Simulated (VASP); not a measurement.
Calculation: PBE GGA, VASP's PBE PAW potentials (set 64) (plane waves; VASP 6.6.1).

The input files of a VASP run:

POSCAR:
```
NiSb
1.0
  1.9657879414  -3.4048447582   0.0000000000
  1.9657879414   3.4048447582   0.0000000000
  0.0000000000   0.0000000000   5.1096766800
Ni Sb
2 2
Cart
  0.0000000000   0.0000000000   2.5548383400
  0.0000000000   0.0000000000   0.0000000000
  1.9657879414   1.1349505226   1.2774191700
  1.9657879414  -1.1349505226   3.8322575100
```

**INCAR**
```
# general
SYSTEM   =  NiSb
PREC     =  Accurate
ENCUT    =  480
LREAL    =  F
LASPH    =  T

# electronic loop
EDIFF    =  1E-7
NELM     =  100
ALGO     =  Normal
LMAXMIX  =  4

# smearing
ISMEAR   =  1
SIGMA    =  0.1

# functional
GGA      =  PE

# ions
ISIF     =  2

# output
LWAVE    =  F
LCHARG   =  F
```

File KPOINTS:
```
kpoints
0
G
8 8 6
0 0 0
```

POTCAR, in this order: Ni Sb (PBE.64 set). Program: vasp_std.

What VASP printed:

### OSZICAR
```
       N       E                     dE             d eps       ncg     rms          rms(c)
DAV:   1     0.165593848110E+03    0.16559E+03   -0.12021E+04  1520   0.153E+03
DAV:   2    -0.125360075410E+02   -0.17813E+03   -0.17345E+03  1529   0.314E+02
DAV:   3    -0.214289749201E+02   -0.88930E+01   -0.86013E+01  1790   0.861E+01
DAV:   4    -0.216875059520E+02   -0.25853E+00   -0.25644E+00  1698   0.139E+01
DAV:   5    -0.216959194842E+02   -0.84135E-02   -0.84093E-02  1795   0.262E+00    0.133E+01
DAV:   6    -0.243475717087E+02   -0.26517E+01   -0.35540E+01  1663   0.108E+02    0.173E+01
DAV:   7    -0.202902214722E+02    0.40574E+01   -0.13164E+01  1646   0.761E+01    0.395E+00
DAV:   8    -0.203462846022E+02   -0.56063E-01   -0.15669E+00  2091   0.116E+01    0.267E+00
DAV:   9    -0.202844758887E+02    0.61809E-01   -0.24256E-01  1714   0.875E+00    0.649E-01
DAV:  10    -0.202850228472E+02   -0.54696E-03   -0.78655E-03  1610   0.777E-01    0.501E-01
DAV:  11    -0.202846075471E+02    0.41530E-03   -0.71527E-04  1750   0.218E-01    0.156E-01
DAV:  12    -0.202843580931E+02    0.24945E-03   -0.80622E-04  2101   0.487E-01    0.427E-02
DAV:  13    -0.202843642966E+02   -0.62036E-05   -0.86656E-05  1595   0.691E-02    0.384E-02
DAV:  14    -0.202843642235E+02    0.73131E-07   -0.42336E-06  1646   0.220E-02    0.510E-03
DAV:  15    -0.202843638322E+02    0.39129E-06   -0.45513E-07  1562   0.920E-03    0.268E-03
DAV:  16    -0.202843635325E+02    0.29968E-06   -0.14523E-07   883   0.608E-03    0.133E-03
DAV:  17    -0.202843635522E+02   -0.19636E-07   -0.11708E-07   790   0.230E-03
   1 F= -.20284364E+02 E0= -.20284549E+02  d E =0.555099E-03
```

### OUTCAR
```
------------------------ aborting loop because EDIFF is reached ----------------------------------------
  FORCE on cell =-STRESS in cart. coord.  units (eV):
  Direction    XX          YY          ZZ          XY          YZ          ZX
  --------------------------------------------------------------------------------------
  Total        1.6156747      1.6156749      1.6068201      0.0000000     -0.0000000      0.0000000
  in kB       37.8448784     37.8448822     37.6374726      0.0000000     -0.0000000      0.0000000
  external PRESSURE =      37.7757444 kB  Pullay stress =       0.0000000 kB
  volume of cell :       68.40
      direct lattice vectors                 reciprocal lattice vectors
     1.965787941 -3.404844758  0.000000000     0.254350935 -0.146849573  0.000000000
     1.965787941  3.404844758  0.000000000     0.254350935  0.146849573  0.000000000
     0.000000000  0.000000000  5.109676680     0.000000000  0.000000000  0.195707099
 POSITION                                       TOTAL-FORCE (eV/Angst)
 -----------------------------------------------------------------------------------
      0.00000      0.00000      2.55484        -0.000000      0.000000      0.000000
      0.00000      0.00000      0.00000        -0.000000     -0.000000      0.000000
      1.96579      1.13495      1.27742         0.000000      0.000000      0.000000
      1.96579     -1.13495      3.83226         0.000000     -0.000000     -0.000000
 -----------------------------------------------------------------------------------
    total drift:                                0.000000      0.000000      0.000000
  FREE ENERGIE OF THE ION-ELECTRON SYSTEM (eV)
  ---------------------------------------------------
  free  energy   TOTEN  =       -20.2843635522 eV

  energy  without entropy=      -20.2849186508  energy(sigma->0) =      -20.28454859
```
(Selected blocks of OUTCAR.)

The compound is NiSb in the NiAs type structure. This cell was strained or had an atom moved on purpose. The run is not spin-polarised, so no magnetic state was tried.
